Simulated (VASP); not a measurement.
Method: PBEsol GGA, VASP's PBE PAW potentials (set 64) (plane waves; VASP).

A VASP calculation is set up with these files.

INCAR:
```
! general
SYSTEM  = CoC
PREC    = Accurate
ENCUT   = 520
LREAL   = .FALSE.
LASPH   = .TRUE.
ICHARG  = 11

! electronic loop
EDIFF   = 1E-7
NELM    = 100
ALGO    = Normal
LMAXMIX = 4

! smearing
ISMEAR  = 0
SIGMA   = 0.05

! functional
GGA     = PS

! output
LWAVE   = .FALSE.
LCHARG  = .FALSE.
LORBIT  = 11
```

### KPOINTS
```
k-points along high-symmetry lines
15
Line-mode
Reciprocal
  0.000000   0.000000   0.000000 ! GAMMA
 -0.500000  -0.500000   0.000000 ! X

 -0.500000  -0.500000   0.000000 ! X
 -0.375000  -0.375000   0.250000 ! U

 -0.375000  -0.000000   0.375000 ! K
  0.000000   0.000000   0.000000 ! GAMMA

  0.000000   0.000000   0.000000 ! GAMMA
  0.000000   0.000000   0.500000 ! L

  0.000000   0.000000   0.500000 ! L
 -0.500000  -0.250000   0.250000 ! W

 -0.500000  -0.250000   0.250000 ! W
 -0.500000  -0.500000   0.000000 ! X
```

**POSCAR**
```
CoC
1
   -0.0000000000     2.1098369003     2.1098369003
    2.1098369003     0.0000000000     2.1098369003
    2.1098369003     2.1098369003     0.0000000000
Co C
1 1
Direct
  0.0000000000   0.0000000000   0.0000000000
  0.2500000000   0.2500000000   0.2500000000
```

POTCAR, in this order: Co C (PBE.64 set). Program: vasp_std. Read from the step before: CHGCAR.

The resulting files:

### OUTCAR
```
 ion  position               nearest neighbor table
   1  0.000  0.000  0.000-   2 1.83   2 1.83   2 1.83   2 1.83
   2  0.250  0.250  0.250-   1 1.83   1 1.83   1 1.83   1 1.83
  LATTYP: Found a face centered cubic cell.
 ALAT       =     4.2196738006
 Subroutine PRICEL returns:
 Original cell was already a primitive cell.
 Subroutine GETGRP returns: Found 24 space group operations
The static configuration has the point symmetry T_d .
The dynamic configuration has the point symmetry T_d .
 Subroutine INISYM returns: Found 24 space group operations
   k-points           NKPTS =     90   k-points in BZ     NKDIM =     90   number of bands    NBANDS=     10
   number of dos      NEDOS =    301   number of ions     NIONS =      2
   total plane-waves  NPLWV =  13824
   dimension x,y,z NGX =    24 NGY =   24 NGZ =   24
   dimension x,y,z NGXF=    48 NGYF=   48 NGZF=   48
   ions per type =               1   1
   PREC   = accura    normal or accurate (medium, high low for compatibility)
   ISTART =      0    job   : 0-new  1-cont  2-samecut
   ICHARG =     11    charge: 1-file 2-atom 10-const
   ISPIN  =      1    spin polarized calculation?
   LNONCOLLINEAR =      F non collinear calculations
   LSORBIT =      F    spin-orbit coupling
   INIWAV =      1    electr: 0-lowe 1-rand  2-diag
   ENCUT  =  520.0 eV  38.22 Ry    6.18 a.u.   5.55  5.55  5.55*2*pi/ulx,y,z
   NELM   =    100;   NELMIN=  2; NELMDL= -5     # of ELM steps
   EDIFF  = 0.1E-06   stopping-criterion for ELM
   LREAL  =      F    real-space projection
   NLSPLINE    = F    spline interpolate recip. space projectors
   LMAXMIX     =    4 max onsite mixed and CHGCAR
   VOSKOWN=      0    Vosko Wilk Nusair interpolation
   EDIFFG = 0.1E-05   stopping-criterion for IOM
   NSW    =      0    number of steps for IOM
   NBLOCK =      1;   KBLOCK =      1    inner block; outer block
   IBRION =     -1    ionic relax: 0-MD 1-quasi-New 2-CG
   NFREE  =      0    steps in history (QN), initial steepest desc. (CG)
   ISIF   =      2    stress and relaxation
   ISYM   =      2    0-nonsym 1-usesym 2-fastsym
   TEIN   =    0.0    initial temperature
   TEBEG  =    0.0;   TEEND  =   0.0 temperature during run
...
```

### OSZICAR
```
       N       E                     dE             d eps       ncg     rms          rms(c)
DAV:   1     0.478922171346E+02    0.47892E+02   -0.62379E+03  1816   0.147E+03
DAV:   2    -0.131266552703E+02   -0.61019E+02   -0.57974E+02  1864   0.237E+02
DAV:   3    -0.160780347126E+02   -0.29514E+01   -0.28547E+01  1932   0.596E+01
DAV:   4    -0.161372254284E+02   -0.59191E-01   -0.59109E-01  2010   0.883E+00
DAV:   5    -0.161388078906E+02   -0.15825E-02   -0.15824E-02  2000   0.144E+00
DAV:   6    -0.161389090373E+02   -0.10115E-03   -0.10115E-03  2600   0.295E-01
DAV:   7    -0.161389102194E+02   -0.11822E-05   -0.11821E-05  1992   0.273E-02
DAV:   8    -0.161389102378E+02   -0.18371E-07   -0.18040E-07  1500   0.317E-03
   1 F= -.16138910E+02 E0= -.16138566E+02  d E =-.688653E-03
```

### OUTCAR
```
 val. band max:        8.1324724321   @ k =  -0.4732  -0.4732   0.0536

 cond. band min:       8.1780365290   @ k =  -0.5000  -0.4643   0.0357



 k-point     1 :       0.0000    0.0000    0.0000
  band No.  band energies     occupation
      1      -5.7281      2.00000
      2       3.2753      2.00000
      3       3.2753      2.00000
      4       3.2753      2.00000
      5       6.3739      2.00000
      6       6.3739      2.00000
      7      13.7188      0.00000
      8      13.7188      0.00000
      9      13.7188      0.00000
     10      16.3434      0.00000

 k-point     2 :      -0.0357   -0.0357    0.0000
  band No.  band energies     occupation
      1      -5.6945      2.00000
      2       3.2510      2.00000
      3       3.2882      2.00000
      4       3.2882      2.00000
      5       6.3570      2.00000
      6       6.3801      2.00000
      7      13.6546      0.00000
      8      13.6546      0.00000
      9      13.6644      0.00000
     10      16.4184      0.00000

 k-point     3 :      -0.0714   -0.0714    0.0000
  band No.  band energies     occupation
      1      -5.5944      2.00000
      2       3.1800      2.00000
      3       3.3270      2.00000
      4       3.3270      2.00000
      5       6.3076      2.00000
      6       6.3986      2.00000
      7      13.4667      0.00000
      8      13.4667      0.00000
      9      13.5153      0.00000
     10      16.6191      0.00000

 k-point     4 :      -0.1071   -0.1071    0.0000
  band No.  band energies     occupation
      1      -5.4297      2.00000
      2       3.0676      2.00000
      3       3.3920      2.00000
      4       3.3920      2.00000
      5       6.2289      2.00000
      6       6.4285      2.00000
      7      13.1686      0.00000
      8      13.1686      0.00000
      9      13.2972      0.00000
     10      16.8888      0.00000

 k-point     5 :      -0.1429   -0.1429    0.0000
  band No.  band energies     occupation
...
```

The density is held fixed in this step, so its total energy and stress have no physical meaning.

The structure was generated: CoC was put into the zinc blende type (F-43m), which need not be its known phase. It was relaxed first, which changed the volume by -26 %. The run is not spin-polarised, so no magnetic state was tried. The electron count is odd and the run is not spin-polarised, which forces a metal.
